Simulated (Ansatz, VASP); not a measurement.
**One calculation of Cs3B, two programs**

INCAR

```
SYSTEM = Cs3B
PREC     = Accurate       ! precision mode
ENCUT    = 600            ! plane-wave cutoff, eV
EDIFF    = 1E-7           ! SCF threshold, eV
ISMEAR   = 0              ! smearing method
SIGMA    = 0.1            ! smearing width, eV
LREAL    = .FALSE.        ! projectors in reciprocal space
LASPH    = .TRUE.         ! aspherical terms in the spheres
NELM     = 100            ! most SCF steps
ALGO     = Normal         ! electronic algorithm
ISIF     = 3              ! what is computed and relaxed
LWAVE    = .FALSE.        ! write WAVECAR
LCHARG   = .FALSE.        ! write CHGCAR
GGA      = PE             ! functional
IBRION   = 2              ! ionic algorithm
NSW      = 100            ! ionic steps
EDIFFG   = -0.01          ! ionic threshold
```

The input KPOINTS:

```
regular mesh
0
G
  8 8 8
  0 0 0
```

File POSCAR:

```
Cs3B
1.0
   -3.9126452081      3.9126452081      3.9126452081
    3.9126452081     -3.9126452081      3.9126452081
    3.9126452081      3.9126452081     -3.9126452081
Cs B
3 1
Direct
    0.0000000000      0.5000000000      0.5000000000
    0.5000000000      0.0000000000      0.5000000000
    0.5000000000      0.5000000000      0.0000000000
    0.0000000000      0.0000000000      0.0000000000
```

Input for Ansatz:

```yaml
crystal:
  lattice:
    - [-3.9126452081, 3.9126452081, 3.9126452081]
    - [3.9126452081, -3.9126452081, 3.9126452081]
    - [3.9126452081, 3.9126452081, -3.9126452081]
  atoms:
    - { symbol: Cs, position: [0.0, 0.5, 0.5] }
    - { symbol: Cs, position: [0.5, 0.0, 0.5] }
    - { symbol: Cs, position: [0.5, 0.5, 0.0] }
    - { symbol: B, position: [0.0, 0.0, 0.0] }
basis:
  ecutwfc: 420
kpoints:
  mp_grid: { grid: [8, 8, 8] }
hamiltonian:
  xc: pbe
scf:
  occupations: { method: gaussian, width: 0.1 }
output:
  forces: true
  stress: true
  eigenvalues: true
relax:
  adjacent_minimum: "off"
  f_tol: 0.01
  max_steps: 80
  cell: { stress_tol: 0.05 }
```

Change from the starting cell: species swapped into the Sb3Au type (Im-3m, No. 229).

Alike in both runs: task relaxation of cell and atoms; functional PBE; k mesh 8 × 8 × 8; occupations gaussian, width 0.1 eV; no spin polarisation.

|  | VASP | Ansatz |
| --- | --- | --- |
| version | VASP 6.6.1 | Ansatz 0.2.0 |
| potentials or method | VASP PAW PBE potentials, release 64 (Cs_sv, B) | scalar-relativistic, plane waves, PAW |
| plane-wave cutoff (eV) | 600 | 420 |
| valence electrons in the cell | 30 | 30 |

|  | VASP | Ansatz | Ansatz less VASP |
| --- | --- | --- | --- |
| gap on the k mesh at the Fermi level, each at its own relaxed structure (eV) | none | none | - |
| relaxed volume (Å³/atom) | 60.00 | 59.90 | -0.105 |
| relaxed cell length with the largest relative difference (Å) | 6.781 | 6.777 | -0.0039 |

A gap of «none» marks a metal or a gap that the smearing closes.

The runs have no spin-orbit coupling, so splittings on Cs are missing.
